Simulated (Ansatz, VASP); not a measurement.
## CdSnSeS in two plane-wave programs

Wanted: the spread between two codes on one cell, functional and k mesh. The cell is invented: As first built, before any earlier steps moved the atoms (in the runner's words): it takes the SnTePbSe structure with some of its atoms replaced by other elements, volume scaled by an estimate. It may not be a known or stable phase. The cell is taken from a series of VASP runs on this material, whose earlier steps may have relaxed, scaled or displaced it; both programs get it as it stands.

Main program and level: Ansatz 0.2.0; plane waves, with VASP 6.6.1 beside it; single point at BLYP and band structure at BLYP.

## (1) Set-up

It takes space group R3m (No. 160, trigonal). Conventional cell: a = 4.208 Å, b = 4.208 Å, c = 20.471 Å, α = 90.00°, β = 90.00°, γ = 120.00°. Nearest to Sn lie 3 S at 2.94 Å and 3 Se at 3.13 Å. Nearest to Cd lie 3 Se at 2.88 Å and 3 S at 2.94 Å. Nearest to Se lie 3 Cd at 2.88 Å and 3 Sn at 3.13 Å. Nearest to S lie 3 Sn at 2.94 Å and 3 Cd at 2.94 Å. As first built, before any earlier steps moved the atoms (in the runner's words): sites of the SnTePbSe structure (space group 160) filled with other elements, volume scaled by an estimate. Farther neighbours and most contacts between anions are not listed.

Structure file:

```cif
data_structure
_symmetry_space_group_name_H-M 'R3m:H'
_symmetry_Int_Tables_number 160
_cell_length_a 4.2083
_cell_length_b 4.2083
_cell_length_c 20.4711
_cell_angle_alpha 90.000
_cell_angle_beta 90.000
_cell_angle_gamma 120.000
_cell_volume 313.97
loop_
_atom_site_label
_atom_site_type_symbol
_atom_site_symmetry_multiplicity
_atom_site_Wyckoff_symbol
_atom_site_fract_x
_atom_site_fract_y
_atom_site_fract_z
_atom_site_occupancy
Sn1 Sn 3 a 0.33333 0.66667 0.16148 1
Cd1 Cd 3 a 0.66667 0.33333 0.33320 1
Se1 Se 3 a 0.00000 0.00000 0.25788 1
S1 S 3 a 0.66667 0.33333 0.08077 1
```

## (2) VASP: single point, BLYP

With cell and atoms fixed, the geometry can't cause a difference; cores, projectors, grids and the points listed under the comparison can.

Lines of VASP's logs that name or quote its potential files are left out, and so is its time.

File INCAR:

```
SYSTEM = CdSnSeS
PREC = Accurate
ENCUT = 400
EDIFF = 1E-06
NELM = 100
ISMEAR = 0
SIGMA = 0.05
LREAL = .FALSE.
ALGO = Normal
GGA = B5
ALDAX = 1
AGGAX = 1
AGGAC = 1
ALDAC = 0
NBANDS = 25
LORBIT = 11
LWAVE = .FALSE.
LCHARG = .TRUE.
ISIF = 2
LELF = .TRUE.
LVHAR = .TRUE.
```

File POSCAR:

```
CdSnSeS
1.0
    2.1041712254      1.2148439206      6.8236988141
   -2.1041712254      1.2148439206      6.8236988141
    0.0000000000     -2.4296878413      6.8236988141
Sn Cd Se S
1 1 1 1
Direct
    0.5051875393      0.5051875393      0.5051875393
    0.0001288602      0.0001288602      0.0001288602
    0.7421171600      0.7421171600      0.7421171600
    0.2525664404      0.2525664404      0.2525664404
```

File KPOINTS:

```
Automatic mesh
0
Gamma
8 8 8
0 0 0
```

PAW data sets: Sn_d, Cd, Se and S (PBE family, release 64).

Launch:

```
$ mpirun -np 2 vasp_std
```

Numbers of over 12 decimals in the logs are rounded to 6 here.

The log of the run:

```text
[banner, memory and clock lines left out]
running    2 mpi-ranks, on    1 nodes
 distrk:  each k-point on    2 cores,    1 groups
 distr:  one band on    1 cores,    2 groups

 POSCAR found type information on POSCAR SnCdSeS
 POSCAR found :  4 types and       4 ions
|                                                                             |
|               ----> ADVICE to this user running VASP <----                  |
|                                                                             |
|     You enforced a specific xc type in the INCAR file but a different       |
|     [... a line on the potential file left out ...]
|     I HOPE YOU KNOW WHAT YOU ARE DOING!                                     |
|                                                                             |

 LDA part: xc-table for (Slater(with rela. corr.)+VWN5), standard interpolation
|                                                                             |
|           W    W    AA    RRRRR   N    N  II  N    N   GGGG   !!!           |
|           W    W   A  A   R    R  NN   N  II  NN   N  G    G  !!!           |
|           W    W  A    A  R    R  N N  N  II  N N  N  G       !!!           |
|           W WW W  AAAAAA  RRRRR   N  N N  II  N  N N  G  GGG   !            |
|           WW  WW  A    A  R   R   N   NN  II  N   NN  G    G                |
|           W    W  A    A  R    R  N    N  II  N    N   GGGG   !!!           |
|                                                                             |
|     The number of bands has been changed from the values supplied in        |
|     The orbitals not found in the WAVECAR file will be initialized with     |
|     random numbers, which is usually adequate. For correlated               |
|     calculations, however, you should redo the groundstate calculation.     |
|     I found NBANDS = 25. Now, NBANDS = 26.                                  |
|                                                                             |

 POSCAR, INCAR and KPOINTS ok, starting setup
 FFT: planning ... GRIDC
 FFT: planning ... GRID_SOFT
 FFT: planning ... GRID
 WAVECAR not read
 entering main loop
       N       E                     dE             d eps       ncg     rms          rms(c)
DAV:   1     0.296699101870E+03    0.29670E+03   -0.16018E+04  3446   0.139E+03
DAV:   2     0.201251891194E+02   -0.27657E+03   -0.26790E+03  3522   0.383E+02
DAV:   3    -0.118489786104E+02   -0.31974E+02   -0.31514E+02  4290   0.123E+02
DAV:   4    -0.128789470037E+02   -0.10300E+01   -0.10275E+01  3748   0.230E+01
DAV:   5    -0.129024498386E+02   -0.23503E-01   -0.23488E-01  4396   0.377E+00    0.620E+00
DAV:   6    -0.117647089529E+02    0.11377E+01   -0.26637E+00  4200   0.125E+01    0.516E+00
DAV:   7    -0.117685106341E+02   -0.38017E-02   -0.50368E-01  3640   0.350E+00    0.282E+00
DAV:   8    -0.117719927085E+02   -0.34821E-02   -0.36518E-02  4038   0.151E+00    0.467E-01
DAV:   9    -0.117716709799E+02    0.32173E-03   -0.73938E-03  4102   0.588E-01    0.119E-01
DAV:  10    -0.117719178739E+02   -0.24689E-03   -0.10055E-03  3564   0.190E-01    0.658E-02
DAV:  11    -0.117720255382E+02   -0.10766E-03   -0.12463E-04  3688   0.686E-02    0.298E-02
DAV:  12    -0.117720395656E+02   -0.14027E-04   -0.16746E-05  3822   0.295E-02    0.992E-03
DAV:  13    -0.117720413111E+02   -0.17455E-05   -0.41029E-06  3788   0.112E-02    0.247E-03
DAV:  14    -0.117720412815E+02    0.29566E-07   -0.18875E-07  1858   0.294E-03
   1 F= -.11772041E+02 E0= -.11772041E+02  d E =-.441059E-10
```

Parts of OUTCAR (step 2):

```text
ion  position               nearest neighbor table
   1  0.505  0.505  0.505-   4 2.94   4 2.94   4 2.94   3 3.13   3 3.13   3 3.13
   2  0.000  0.000  0.000-   3 2.88   3 2.88   3 2.88   4 2.94   4 2.94   4 2.94
   3  0.742  0.742  0.742-   2 2.88   2 2.88   2 2.88   1 3.13   1 3.13   1 3.13
   4  0.253  0.253  0.253-   1 2.94   1 2.94   1 2.94   2 2.94   2 2.94   2 2.94

  LATTYP: Found a trigonal (rhomboedric) cell.
 ALAT       =     7.2433588757
 COS(alpha) =     0.8312234157

 Subroutine GETGRP returns: Found  6 space group operations
 (whereof  6 operations were pure point group operations)

The static configuration has the point symmetry C_3v.

 Found     65 irreducible k-points:

   k-points           NKPTS =     65   k-points in BZ     NKDIM =     65   number of bands    NBANDS=     26

   dimension x,y,z NGX =    48 NGY =   48 NGZ =   48
   dimension x,y,z NGXF=    96 NGYF=   96 NGZF=   96

   ENCUT  =  400.0 eV  29.40 Ry    5.42 a.u.  11.81 11.81 11.81*2*pi/ulx,y,z

   NELECT =      38.0000    total number of electrons

 k-points in reciprocal lattice and weights: Automatic mesh
   0.00000000  0.00000000  0.00000000       0.002
   0.12500000 -0.00000000  0.00000000       0.012
   0.25000000 -0.00000000  0.00000000       0.012
   0.37500000  0.00000000 -0.00000000       0.012
   0.50000000 -0.00000000  0.00000000       0.006
   0.12500000  0.12500000  0.00000000       0.012
   0.25000000  0.12500000 -0.00000000       0.023
   0.37500000  0.12500000  0.00000000       0.023
   0.50000000  0.12500000 -0.00000000       0.023
[...]
-0.37500000  0.50000000  0.37500000       0.012
   0.50000000  0.50000000  0.50000000       0.002

 average (electrostatic) potential at core
       1-103.2369       2 -37.7493       3 -53.8080       4 -86.9803

 E-fermi :   4.3364

 k-point     1 :       0.0000    0.0000    0.0000
  band No.  band energies     occupation
    ...
     15       2.4029      2.00000
     16       2.4029      2.00000
     17       2.5505      2.00000
     18       3.1731      2.00000
     19       3.1731      2.00000
     20       5.5836      0.00000
     21       6.7335      0.00000
     22       6.7335      0.00000
     23       7.0297      0.00000
     24      10.5286      0.00000
    ...

 k-point     2 :       0.1250   -0.0000    0.0000
  band No.  band energies     occupation
    ...
     15       2.1082      2.00000
     16       2.2974      2.00000
     17       2.5874      2.00000
     18       3.0036      2.00000
     19       3.4038      2.00000
     20       5.5533      0.00000
     21       6.2819      0.00000
     22       6.9817      0.00000
     23       8.1871      0.00000
     24       9.8759      0.00000
    ...

 k-point     3 :       0.2500   -0.0000    0.0000
  band No.  band energies     occupation
    ...
     15       0.8981      2.00000
     16       2.0534      2.00000
     17       2.4328      2.00000
     18       2.6713      2.00000
     19       3.7323      2.00000
     20       5.3308      0.00000
     21       6.8777      0.00000
     22       7.4212      0.00000
     23       7.7863      0.00000
     24       9.4151      0.00000
    ...

  Total        0.0183958      0.0183958     -0.0061302      0.0000000      0.0000000      0.0000000
  in kB        0.2816155      0.2816156     -0.0938457      0.0000000      0.0000000      0.0000000
  external PRESSURE =       0.1564618 kB  Pullay stress =       0.0000000 kB

  energy-cutoff  :      400.00
  volume of cell :      104.66
      direct lattice vectors                 reciprocal lattice vectors
     2.104171225  1.214843921  6.823698814     0.237623248  0.137191835  0.048849362
    -2.104171225  1.214843921  6.823698814    -0.237623248  0.137191835  0.048849362
     0.000000000 -2.429687841  6.823698814     0.000000000 -0.274383670  0.048849362

 POSITION                                       TOTAL-FORCE (eV/Angst)
 -----------------------------------------------------------------------------------
      0.00000     -0.00000     10.34174         0.000000      0.000000     -0.002667
      0.00000     -0.00000      0.00264         0.000000      0.000000     -0.004966
      0.00000     -0.00000     15.19195         0.000000     -0.000000      0.007935
      0.00000     -0.00000      5.17031         0.000000      0.000000     -0.000301
 -----------------------------------------------------------------------------------
    total drift:                               -0.000000     -0.000000     -0.000043

  FREE ENERGIE OF THE ION-ELECTRON SYSTEM (eV)
  ---------------------------------------------------
  free  energy   TOTEN  =       -11.7720412815 eV

  energy  without entropy=      -11.7720412815  energy(sigma->0) =      -11.77204128

 total charge
# of ion       s       p       d       tot
------------------------------------------
    1        1.421   0.595   9.984  12.000
    2        0.409   0.203   9.573  10.184
    3        1.476   2.335   0.016   3.827
    4        1.364   2.320   0.000   3.684
--------------------------------------------------
tot          4.670   5.452  19.573  29.695

[... 3 further parts left out ...]
```

The run ends at a pressure of 0.02 GPa, with forces up to 0.0079 eV/Å.

## (3) Ansatz: single point, BLYP

Ansatz runs on its default PAW (the set named soft_2) files.

The same cell, functional (in two slightly different forms), mesh and smearing now go to Ansatz, which takes its cutoff from its data sets.

File input.yaml:

```yaml
crystal:
  lattice:
    - [2.1041712254, 1.2148439206, 6.8236988141]
    - [-2.1041712254, 1.2148439206, 6.8236988141]
    - [0.0, -2.4296878413, 6.8236988141]
  atoms:
    - { symbol: Sn, position: [0.5051875393, 0.5051875393, 0.5051875393] }
    - { symbol: Cd, position: [0.0001288602, 0.0001288602, 0.0001288602] }
    - { symbol: Se, position: [0.74211716, 0.74211716, 0.74211716] }
    - { symbol: S, position: [0.2525664404, 0.2525664404, 0.2525664404] }
hamiltonian:
  xc: blyp
  pseudopotentials: { kind: paw }
kpoints:
  mp_grid: { grid: [8, 8, 8] }
scf:
  occupations: { method: gaussian, width: 0.05 }
  n_extra_bands: 5
output:
  forces: true
  stress: true
  eigenvalues: true
```

Launch:

```
$ ansatz run input.yaml --threads 2 --pin off --max-ram 4608MiB --backend cpu --events-out ev --progress --plain --runs-dir out
```

The log of the run:

```text
basis.fft_grid_basis auto: the FFT boxes are laid along the combinations [[1, 0, -1], [0, 1, -1], [0, 0, 1]] of the cell's own vectors, 4.208, 4.208 and 7.243 Å long. The dense box has 30×30×50 points. Along the cell's own vectors, as sized, it would have 50×50×50, 2.78 times as many. Of the 6 symmetry operations that the crystal satisfies within crystal.symmetry.tolerance (time reversal apart; of a slab, those that  [...]
scf.n_extra_bands = 5 over 28 filled bands (N_el = 56.0): the run solves 33 bands
Engine: ansatz 0.2.0, x86_64-unknown-linux-gnu
Pseudopotentials: kind: paw
Pseudopotential: Sn, paw, valence charge 14, recommended cutoff 420 eV (normal), Sn.paw.azcp
Pseudopotential: Cd, paw, valence charge 20, recommended cutoff 420 eV (normal), Cd.paw.azcp
Pseudopotential: Se, paw, valence charge 16, recommended cutoff 420 eV (normal), Se.paw.azcp
Pseudopotential: S, paw, valence charge 6, recommended cutoff 420 eV (normal), S.paw.azcp
Functional definition: BLYP
  parameter beta = 0.0042
  parameter a = 0.04918
  parameter b = 0.132
  parameter c = 0.2533
  parameter d = 0.349
  exchange = b88_x(beta = beta)
  correlation = lyp_c(a = a, b = b, c = c, d = d)
Crystal: 4 atoms, lattice volume = 104.658 Å³
Basis set: ecut = 420 eV, 1985 PW (Γ), FFT grids on a1−a3, a2−a3, a3, exchange–correlation on 60×60×100 points (8 copies of the dense FFT grid, shifted against one another)
Bands: 33, of which v1, the nominal top of the filled ones, is band 28 counted from 1 (27 counted from 0)
Symmetry: 6 space group operations
Space group: R3m (ITA 160), of the structure as read, at distance tolerance 4.7e-5 Å
k-points: 65 of 512 (time reversal used)
Non-local potential: Sn, projectors of the file, l = 0: 2, l = 1: 2, l = 2: 2, l = 3: 2
Non-local potential: Cd, projectors of the file, l = 0: 3, l = 1: 2, l = 2: 2, l = 3: 1
Non-local potential: Se, projectors of the file, l = 0: 2, l = 1: 2, l = 2: 3, l = 3: 1
Non-local potential: S, projectors of the file, l = 0: 2, l = 1: 2, l = 2: 2
PAW form: soft (Blöchl's): semilocal exchange-correlation on the pseudo side does not see the compensation charge
PAW frozen core: Sn, regenerated for the run's functional, and the local potential with it (the file was generated under x = pbe(κ = 0.804, μ = 0.219515), c = pbe(β = 0.066725))
PAW frozen core: Cd, regenerated for the run's functional, and the local potential with it (the file was generated under x = pbe(κ = 0.804, μ = 0.219515), c = pbe(β = 0.066725))
PAW frozen core: Se, regenerated for the run's functional, and the local potential with it (the file was generated under x = pbe(κ = 0.804, μ = 0.219515), c = pbe(β = 0.066725))
PAW frozen core: S, regenerated for the run's functional, and the local potential with it (the file was generated under x = pbe(κ = 0.804, μ = 0.219515), c = pbe(β = 0.066725))
PAW one-centre angular grid: Sn, 590 points (default); XC on 64 Gauss nodes
PAW one-centre angular grid: Cd, 590 points (default); XC on 64 Gauss nodes
PAW one-centre angular grid: Se, 590 points (default); XC on 64 Gauss nodes
PAW one-centre angular grid: S, 110 points (default); XC on 64 Gauss nodes
Initial density: superposition of atomic densities (neutral atoms: chi_scale 0, normalization atom), corrected by the library's trained network
Initial wavefunctions: pseudopotential atomic-orbital guess
Functional: x = b88, c = lyp
SCF iter   1: F=—  HF=-20699.281311 eV  |F-HF|=—  |Δ(HF+E_count)|=         —  Δρ=7.75e-3  dr2=8.70e-2  ethr=1.77e-3  ⟨swp⟩=6.3  Hψ=8482  notcnv=0
preconditioner: auto → Resta (q_TF=auto, 2.458 Å⁻¹)  ε∞=3.8  [insulator: Δε(μ)=0.509 eV  Ē_g=13.485 eV  σ=0.050 eV  W_gap=1.00  n_scr=28 (ndim 8)  ℏωp=22.4 eV  f_vac=0.020  D(μ)=0.00/eV (n_scr^D=0)  ε∞_Penn≈3.8]
SCF iter   2: F=—  HF=-20699.259066 eV  |F-HF|=—  |Δ(HF+E_count)|=   2.22e-2  Δρ=2.65e-3  dr2=8.06e-3  ethr=1.55e-4  ⟨swp⟩=2.0  Hψ=3585  notcnv=0  defer=65
SCF iter   3: F=—  HF=-20699.257179 eV  |F-HF|=—  |Δ(HF+E_count)|=   1.89e-3  Δρ=1.06e-3  dr2=1.49e-3  ethr=1.44e-5  ⟨swp⟩=2.0  Hψ=2919  notcnv=0  defer=65
SCF iter   4: F=—  HF=-20699.256940 eV  |F-HF|=—  |Δ(HF+E_count)|=   2.39e-4  Δρ=2.41e-4  dr2=9.53e-5  ethr=2.66e-6  ⟨swp⟩=2.0  Hψ=3055  notcnv=0  defer=65
SCF iter   5: F=—  HF=-20699.256962 eV  |F-HF|=—  |Δ(HF+E_count)|=   2.17e-5  Δρ=8.23e-5  dr2=1.09e-5  ethr=1.70e-7  ⟨swp⟩=2.0  Hψ=3640  notcnv=0  defer=65
SCF iter   6: F=—  HF=-20699.256961 eV  |F-HF|=—  |Δ(HF+E_count)|=   5.31e-7  Δρ=4.38e-5  dr2=2.27e-6  ethr=1.95e-8  ⟨swp⟩=2.0  Hψ=3640  notcnv=0  defer=65
SCF iter   7: F=—  HF=-20699.256962 eV  |F-HF|=—  |Δ(HF+E_count)|=   1.51e-6  Δρ=1.15e-5  dr2=1.47e-7  ethr=4.05e-9  ⟨swp⟩=2.0  Hψ=2696  notcnv=0  defer=65
SCF iter   8: F=-20699.256963 eV  HF=-20699.256963 eV  |F-HF|=5.78e-9  |Δ(HF+E_count)|=   1.83e-7  Δρ=3.43e-6  dr2=1.00e-8  ethr=1.79e-10  ⟨swp⟩=9.2  Hψ=8896  notcnv=0
SCF 1 converged in 8 iterations: F = -20699.256963 eV  dr2 = 1.00e-8
  greatest PAW one-centre occupation: 1.000 electrons in one spin orbital (limit 2), on the Cd atom at site 1 (counted from 0), in its partial waves of l = 0
SCF converged after 8 iterations
Free energy (F): -20699.256963 eV
Harris-Foulkes:  -20699.256963 eV  (|F-HF|=5.78e-9)
Internal energy: -20699.256963 eV  (E = F + TS)
E sigma→0 (E₀):  -20699.256963 eV
Fermi energy:    8.784008 eV
--- Per-component energies (eV) ---
  E_band       = -963.279503
  E_kinetic    = 914.712260
  E_local      = -7522.299247  (includes V_loc(G=0)·N_el)
  E_nonlocal   = -572.021781
  E_hartree    = 3689.129760
  E_xc         = -754.122583
  E_vxc        = -493.418492  (∫ρ·V_xc dr)
  E_paw        = -10781.602175  (= ΣΔE_a)
  E_vpaw       = -668.510938  (= ΣTr[D̂ρ^β])
  E_aug_tail   = -0.000594  (compensation charges beyond the density's cutoff)
  E_ewald      = -5673.285959
  E_core_change = 0.233356  (= ΣΔE_core)
  E_smearing   = -0.000000  (= −TS)
  E_closure    = -0.000000  (closes the sum)
  Σ components = -20699.256963   (vs F -20699.256963, Δ=0.00e0)
--- Forces (eV/Å), atoms counted from 1 ---
  atom   1  Sn     0.00000000     0.00000000    -0.00256755
  atom   2  Cd     0.00000000    -0.00000000     0.00754274
  atom   3  Se     0.00000000     0.00000000    -0.01524154
  atom   4  S      0.00000000    -0.00000000     0.01026369
  max |Σ_I F_I| component: 2.66e-6 eV/Å
--- Stress (GPa, compression-positive) ---
        0.041492       0.000000       0.000000
        0.000000       0.041492       0.000000
        0.000000       0.000000       0.033495
  P = ⅓ Tr σ = 0.0388 GPa (0.388 kbar)
--- Band table (eV; the first three rows and the last of 65) ---
  k-point 0: bands = [... 24 lower, 6.8621, 7.0058, 7.6290, 7.6290, 10.0365, 11.1895, 11.1895, 11.4669, ... 1 higher]
  k-point 1: bands = [... 24 lower, 6.7574, 7.0441, 7.4600, 7.8527, 10.0025, 10.7334, 11.4368, 12.6324, ... 1 higher]
  k-point 2: bands = [... 24 lower, 6.5145, 6.8905, 7.1289, 8.1805, 9.7801, 11.3322, 11.8751, 12.2335, ... 1 higher]
  k-point 64: bands = [... 24 lower, 6.8839, 7.5470, 7.5470, 8.5019, 9.2210, 11.6363, 11.6363, 12.6777, ... 1 higher]
```

Elapsed: 6.8 s, on 2 threads of Intel Xeon Platinum 8559C (Emerald Rapids), shared host; peak memory 0.54 GiB.

The run ends at a pressure of 0.04 GPa, with forces up to 0.015 eV/Å.

## (4) Comparison

Known differences besides the potentials themselves: the data sets hold 56 valence electrons in Ansatz (default PAW (the set named soft_2) files) and 38 in VASP; the cutoff is 420 eV in Ansatz and 400 eV in VASP; Ansatz makes its cores anew for this functional, VASP keeps those of its PBE data sets; VASP leaves aspherical gradient terms in its spheres out (LASPH is not set), Ansatz keeps them; VASP's log shows a relativistic correction to its local exchange, Ansatz's none. Total energies have different zeros and are not compared.

The two programs side by side:

| quantity | Ansatz | VASP | difference |
| --- | --- | --- | --- |
| pressure (GPa) | 0.04 | 0.02 | +0.02 |
| gap on the k mesh (eV) | 0.409 | 0.402 | +0.006 |

At this near-relaxed geometry the largest component of a force difference is 23 meV/Å. A gap on the mesh is an upper bound, since the band edges may lie between its points. Ansatz's pressure holds a Pulay correction of 0.03 GPa; VASP's holds none.

(Part 1 of 2 ends here.)

[Lines on the potential files, build, host, timing and source positions are cut from VASP's logs without a mark.]

[Logs are printed without paths, hosts, clocks, repeated set-up lines and the standing remarks that a program may print on its own settings, such as how far it seeks lower states.]

[Hosts, paths, dates, database ids (printed as entryN), source tags and the programs' standing remarks are cut or masked in the printed files.]
